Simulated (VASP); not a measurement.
Calculation: revPBE GGA, VASP's PBE PAW potentials (set 64) (plane waves; VASP).

VASP ran on this input.

**INCAR**
```
ISMEAR  =  0   ! Gaussian
ISIF  =  4
LWAVE  =  F
LASPH  =  T   ! aspherical one-centre terms
NELM  =  100
EDIFFG  =  -0.01   ! ionic stop
IBRION  =  2   ! conjugate gradients
PREC  =  Accurate
LMAXMIX  =  4   ! l cut-off of mixed one-centre charges
EDIFF  =  1E-7   ! SCF stop (eV)
SIGMA  =  0.05   ! width (eV)
NSW  =  30   ! most ionic steps
GGA  =  RE
LCHARG  =  F
SYSTEM  =  MoS2
ALGO  =  Normal   ! blocked Davidson
ENCUT  =  520
LREAL  =  F   ! projection in real space or not
```

**KPOINTS**
```
K-points
0
G
  8 8 2
0 0 0
```

**POSCAR**
```
MoS2
1.0
  1.5852943065  -2.7458100011   0.0000000000
  1.5852943065   2.7458100011   0.0000000000
  0.0000000000   0.0000000000  16.0592090577
Mo S
2 4
Cartesian
  1.5852943065   0.9152718309   4.0148022644
  1.5852943065  -0.9152718309  12.0444067933
  1.5852943065   0.9152718309  13.5905245230
  1.5852943065  -0.9152718309   5.5609199941
  1.5852943065  -0.9152718309   2.4686845347
  1.5852943065   0.9152718309  10.4982890636
```

POTCAR, in this order: Mo_sv S (PBE.64 set). Program: vasp_std.

The resulting files:

OUTCAR:
```
 ion  position               nearest neighbor table
   1  0.333  0.667  0.250-   4 2.40   5 2.40   4 2.40   5 2.40   4 2.40   5 2.40
   2  0.667  0.333  0.750-   3 2.40   6 2.40   3 2.40   6 2.40   3 2.40   6 2.40
   3  0.333  0.667  0.846-   2 2.40   2 2.40   2 2.40
   4  0.667  0.333  0.346-   1 2.40   1 2.40   1 2.40
   5  0.667  0.333  0.154-   1 2.40   1 2.40   1 2.40
   6  0.333  0.667  0.654-   2 2.40   2 2.40   2 2.40
  LATTYP: Found a hexagonal cell.
 ALAT       =     3.1705883682
 C/A-ratio  =     5.0650564479
 Subroutine PRICEL returns:
 Original cell was already a primitive cell.
 Subroutine GETGRP returns: Found 24 space group operations
The static configuration has the point symmetry D_3d.
 The point group associated with its full space group is D_6h.
The dynamic configuration has the point symmetry D_3d.
 Subroutine INISYM returns: Found 24 space group operations
 Subroutine IBZKPT returns following result:
 Found     20 irreducible k-points:

 Following reciprocal coordinates:
            Coordinates               Weight
  0.000000  0.000000  0.000000      1.000000
  0.125000 -0.000000  0.000000      6.000000
  0.250000 -0.000000  0.000000      6.000000
  0.375000 -0.000000  0.000000      6.000000
  0.500000 -0.000000  0.000000      3.000000
  0.125000  0.125000  0.000000      6.000000
  0.250000  0.125000  0.000000     12.000000
  0.375000  0.125000  0.000000     12.000000
  0.250000  0.250000  0.000000      6.000000
  0.375000  0.250000  0.000000      6.000000
  0.000000  0.000000  0.500000      1.000000
  0.125000 -0.000000  0.500000      6.000000
  0.250000 -0.000000  0.500000      6.000000
  0.375000 -0.000000  0.500000      6.000000
  0.500000 -0.000000  0.500000      3.000000
  0.125000  0.125000  0.500000      6.000000
  0.250000  0.125000  0.500000     12.000000
  0.375000  0.125000  0.500000     12.000000
...
```

OSZICAR:
```
...
DAV:   5    -0.445148169249E+02   -0.21240E-01   -0.21235E-01  1570   0.211E+00    0.351E+01
DAV:   6    -0.423275097684E+02    0.21873E+01   -0.22386E+01  1400   0.251E+01    0.138E+01
DAV:   7    -0.419313931223E+02    0.39612E+00   -0.86828E+00  1416   0.153E+01    0.848E+00
DAV:   8    -0.416279390628E+02    0.30345E+00   -0.15115E+00  1665   0.688E+00    0.251E+00
DAV:   9    -0.416367047018E+02   -0.87656E-02   -0.11967E-01  1671   0.169E+00    0.128E+00
DAV:  10    -0.416288365822E+02    0.78681E-02   -0.58512E-02  1567   0.135E+00    0.318E-01
DAV:  11    -0.416286559785E+02    0.18060E-03   -0.26677E-03  1566   0.314E-01    0.129E-01
DAV:  12    -0.416285037835E+02    0.15220E-03   -0.11171E-03  1574   0.180E-01    0.293E-02
DAV:  13    -0.416284685777E+02    0.35206E-04   -0.35037E-04  1499   0.979E-02    0.462E-02
DAV:  14    -0.416284632081E+02    0.53696E-05   -0.52995E-05  1611   0.458E-02    0.499E-03
DAV:  15    -0.416284629153E+02    0.29283E-06   -0.46612E-06  1514   0.117E-02    0.760E-03
DAV:  16    -0.416284626563E+02    0.25900E-06   -0.23449E-06  1666   0.921E-03    0.114E-03
DAV:  17    -0.416284628430E+02   -0.18670E-06   -0.16283E-07  1137   0.282E-03    0.233E-04
DAV:  18    -0.416284628586E+02   -0.15615E-07   -0.18686E-08  1033   0.808E-04
   1 F= -.41628463E+02 E0= -.41628463E+02  d E =-.416285E+02
       N       E                     dE             d eps       ncg     rms          rms(c)
DAV:   1    -0.416441882233E+02   -0.15725E-01   -0.26360E+00  1254   0.707E+00    0.156E+00
DAV:   2    -0.416536137366E+02   -0.94255E-02   -0.15067E-01  1523   0.166E+00    0.679E-01
DAV:   3    -0.416527437287E+02    0.87001E-03   -0.11124E-02  1615   0.584E-01    0.522E-01
DAV:   4    -0.416522535573E+02    0.49017E-03   -0.43104E-03  1582   0.346E-01    0.209E-01
DAV:   5    -0.416521413488E+02    0.11221E-03   -0.60933E-04  1627   0.134E-01    0.347E-02
DAV:   6    -0.416521224280E+02    0.18921E-04   -0.86552E-05  1526   0.468E-02    0.361E-02
DAV:   7    -0.416521186696E+02    0.37583E-05   -0.10947E-05  1532   0.147E-02    0.155E-02
DAV:   8    -0.416521172334E+02    0.14362E-05   -0.12862E-06  1349   0.643E-03    0.737E-03
DAV:   9    -0.416521160517E+02    0.11817E-05   -0.13158E-06  1305   0.625E-03    0.319E-03
DAV:  10    -0.416521158828E+02    0.16886E-06   -0.10883E-07  1077   0.211E-03    0.141E-03
DAV:  11    -0.416521158741E+02    0.87357E-08   -0.83162E-08  1026   0.164E-03
   2 F= -.41652116E+02 E0= -.41652116E+02  d E =-.236530E-01
       N       E                     dE             d eps       ncg     rms          rms(c)
DAV:   1    -0.416521734321E+02   -0.57549E-04   -0.83719E-03  1345   0.396E-01    0.936E-02
DAV:   2    -0.416522035342E+02   -0.30102E-04   -0.45183E-04  1551   0.916E-02    0.366E-02
DAV:   3    -0.416522014593E+02    0.20750E-05   -0.22915E-05  1600   0.274E-02    0.281E-02
DAV:   4    -0.416522013536E+02    0.10569E-06   -0.13863E-05  1631   0.198E-02    0.852E-03
DAV:   5    -0.416522009098E+02    0.44385E-06   -0.46144E-06  1592   0.111E-02    0.152E-03
DAV:   6    -0.416522007945E+02    0.11525E-06   -0.39902E-07  1332   0.296E-03    0.231E-03
DAV:   7    -0.416522008190E+02   -0.24484E-07   -0.24805E-08   921   0.793E-04
   3 F= -.41652201E+02 E0= -.41652201E+02  d E =-.237380E-01
       N       E                     dE             d eps       ncg     rms          rms(c)
DAV:   1    -0.417107901165E+02   -0.58589E-01   -0.26528E+00  1240   0.102E+01    0.173E+00
DAV:   2    -0.416769726289E+02    0.33817E-01   -0.19904E-01  1394   0.260E+00    0.900E-01
DAV:   3    -0.416692758344E+02    0.76968E-02   -0.17797E-02  1498   0.816E-01    0.362E-01
DAV:   4    -0.416656935350E+02    0.35823E-02   -0.10041E-02  1409   0.495E-01    0.228E-01
DAV:   5    -0.416652837066E+02    0.40983E-03   -0.83679E-04  1518   0.132E-01    0.623E-02
DAV:   6    -0.416650985018E+02    0.18520E-03   -0.31747E-04  1530   0.832E-02    0.390E-02
DAV:   7    -0.416650149385E+02    0.83563E-04   -0.15090E-04  1522   0.563E-02    0.176E-02
DAV:   8    -0.416650087179E+02    0.62206E-05   -0.21000E-05  1563   0.280E-02    0.733E-03
DAV:   9    -0.416650066833E+02    0.20346E-05   -0.51114E-06  1304   0.126E-02    0.321E-03
DAV:  10    -0.416650067887E+02   -0.10537E-06   -0.72202E-07  1390   0.463E-03    0.195E-03
DAV:  11    -0.416650069085E+02   -0.11981E-06   -0.13537E-07  1077   0.270E-03    0.493E-04
DAV:  12    -0.416650069225E+02   -0.13971E-07   -0.16766E-08   928   0.827E-04
   4 F= -.41665007E+02 E0= -.41665007E+02  d E =-.128061E-01
       N       E                     dE             d eps       ncg     rms          rms(c)
DAV:   1    -0.417547398857E+02   -0.89733E-01   -0.48548E+00  1240   0.137E+01    0.230E+00
DAV:   2    -0.416928503838E+02    0.61890E-01   -0.35654E-01  1372   0.348E+00    0.119E+00
DAV:   3    -0.416789302516E+02    0.13920E-01   -0.31567E-02  1514   0.109E+00    0.489E-01
DAV:   4    -0.416725417494E+02    0.63885E-02   -0.17630E-02  1409   0.654E-01    0.296E-01
DAV:   5    -0.416718315942E+02    0.71016E-03   -0.14959E-03  1483   0.175E-01    0.846E-02
DAV:   6    -0.416715157784E+02    0.31582E-03   -0.53205E-04  1552   0.107E-01    0.514E-02
DAV:   7    -0.416713846711E+02    0.13111E-03   -0.25981E-04  1496   0.742E-02    0.238E-02
DAV:   8    -0.416713751923E+02    0.94787E-05   -0.39848E-05  1626   0.384E-02    0.102E-02
DAV:   9    -0.416713730615E+02    0.21308E-05   -0.90882E-06  1255   0.175E-02    0.491E-03
DAV:  10    -0.416713734139E+02   -0.35234E-06   -0.98033E-07  1406   0.564E-03    0.261E-03
DAV:  11    -0.416713736005E+02   -0.18666E-06   -0.21025E-07  1151   0.347E-03    0.761E-04
DAV:  12    -0.416713736225E+02   -0.21954E-07   -0.16551E-08   963   0.911E-04
   5 F= -.41671374E+02 E0= -.41671374E+02  d E =-.191728E-01
       N       E                     dE             d eps       ncg     rms          rms(c)
DAV:   1    -0.416714728777E+02   -0.99277E-04   -0.59305E-03  1254   0.481E-01    0.847E-02
DAV:   2    -0.416713952541E+02    0.77624E-04   -0.44876E-04  1464   0.124E-01    0.431E-02
DAV:   3    -0.416713782152E+02    0.17039E-04   -0.40916E-05  1561   0.388E-02    0.172E-02
DAV:   4    -0.416713703206E+02    0.78945E-05   -0.23221E-05  1431   0.237E-02    0.116E-02
DAV:   5    -0.416713697436E+02    0.57704E-06   -0.19570E-06  1374   0.652E-03    0.255E-03
DAV:   6    -0.416713696153E+02    0.12829E-06   -0.61885E-07  1342   0.391E-03    0.186E-03
DAV:   7    -0.416713696628E+02   -0.47469E-07   -0.23719E-07  1153   0.273E-03
   6 F= -.41671370E+02 E0= -.41671370E+02  d E =-.191688E-01
       N       E                     dE             d eps       ncg     rms          rms(c)
DAV:   1    -0.416713276099E+02    0.42005E-04   -0.13110E-02  1254   0.452E-01    0.112E-01
DAV:   2    -0.416713784484E+02   -0.50839E-04   -0.68043E-04  1500   0.112E-01    0.445E-02
DAV:   3    -0.416713756474E+02    0.28010E-05   -0.18672E-05  1502   0.250E-02    0.323E-02
DAV:   4    -0.416713757227E+02   -0.75373E-07   -0.17950E-05  1477   0.229E-02    0.120E-02
DAV:   5    -0.416713740222E+02    0.17005E-05   -0.87463E-06  1539   0.156E-02    0.258E-03
DAV:   6    -0.416713740398E+02   -0.17646E-07   -0.60525E-07  1290   0.359E-03
   7 F= -.41671374E+02 E0= -.41671374E+02  d E =-.437708E-05
       N       E                     dE             d eps       ncg     rms          rms(c)
DAV:   1    -0.416713872194E+02   -0.13197E-04   -0.31187E-03  1275   0.221E-01    0.538E-02
DAV:   2    -0.416714006041E+02   -0.13385E-04   -0.15873E-04  1507   0.540E-02    0.219E-02
DAV:   3    -0.416714004322E+02    0.17185E-06   -0.39265E-06  1312   0.115E-02    0.157E-02
DAV:   4    -0.416714010346E+02   -0.60236E-06   -0.38271E-06  1516   0.107E-02    0.598E-03
DAV:   5    -0.416714006937E+02    0.34091E-06   -0.18183E-06  1465   0.719E-03    0.151E-03
DAV:   6    -0.416714006583E+02    0.35409E-07   -0.12069E-07   880   0.175E-03
   8 F= -.41671401E+02 E0= -.41671401E+02  d E =-.309955E-04
```

OUTCAR:
```
------------------------ aborting loop because EDIFF is reached ----------------------------------------
  FORCE on cell =-STRESS in cart. coord.  units (eV):
  Direction    XX          YY          ZZ          XY          YZ          ZX
  --------------------------------------------------------------------------------------
  Total        0.0834024      0.0834023      0.1111762     -0.0000000     -0.0000000      0.0000000
  in kB        0.9557722      0.9557720      1.2740542     -0.0000000     -0.0000000      0.0000000
  external PRESSURE =       1.0618661 kB  Pullay stress =       0.0000000 kB
  volume of cell :      139.81
      direct lattice vectors                 reciprocal lattice vectors
     1.600479054 -2.772110707 -0.000000000     0.312406463 -0.180367977  0.000000000
     1.600479054  2.772110707  0.000000000     0.312406463  0.180367977  0.000000000
    -0.000000000 -0.000000000 15.755927335    -0.000000000 -0.000000000  0.063468178
 POSITION                                       TOTAL-FORCE (eV/Angst)
 -----------------------------------------------------------------------------------
      1.60048      0.92404      3.93898         0.000000      0.000000      0.000000
      1.60048     -0.92404     11.81695        -0.000000     -0.000000      0.000000
      1.60048      0.92404     13.37975         0.000000      0.000000      0.000703
      1.60048     -0.92404      5.50178         0.000000     -0.000000      0.000703
      1.60048     -0.92404      2.37618         0.000000     -0.000000     -0.000703
      1.60048      0.92404     10.25414         0.000000      0.000000     -0.000703
 -----------------------------------------------------------------------------------
    total drift:                                0.000000      0.001737     -0.000028
  FREE ENERGIE OF THE ION-ELECTRON SYSTEM (eV)
  ---------------------------------------------------
  free  energy   TOTEN  =       -41.6714006583 eV

  energy  without entropy=      -41.6714006583  energy(sigma->0) =      -41.67140066

 reached required accuracy - stopping structural energy minimisation
```
(Selected blocks of OUTCAR.)

File CONTCAR:
```
MoS2
   1.00000000000000
     1.6004790539442286   -2.7721107065090766   -0.0000000000000000
     1.6004790539442286    2.7721107065090766    0.0000000000000000
    -0.0000000000000000   -0.0000000000000000   15.7559273354753504
  Mo              S
     2     4
Direct
     0.3333330000000032    0.6666669999999968    0.2500000000000000
     0.6666669999999968    0.3333330000000032    0.7500000000000000
     0.3333330000000032    0.6666669999999968    0.8491882299959586
     0.6666669999999968    0.3333330000000032    0.3491882299959586
     0.6666669999999968    0.3333330000000032    0.1508117700040414
     0.3333330000000032    0.6666669999999968    0.6508117700040414
```

Without a dispersion term in the relaxation, distances and binding between the weakly bound layers, chains or molecules are unreliable, and so is what depends on them.

The compound is MoS2 in the 2H layered structure. This cell is one point of a volume scan, at 0.97 of the reference volume. Symmetry was kept, so distortions that lower it aren't found.
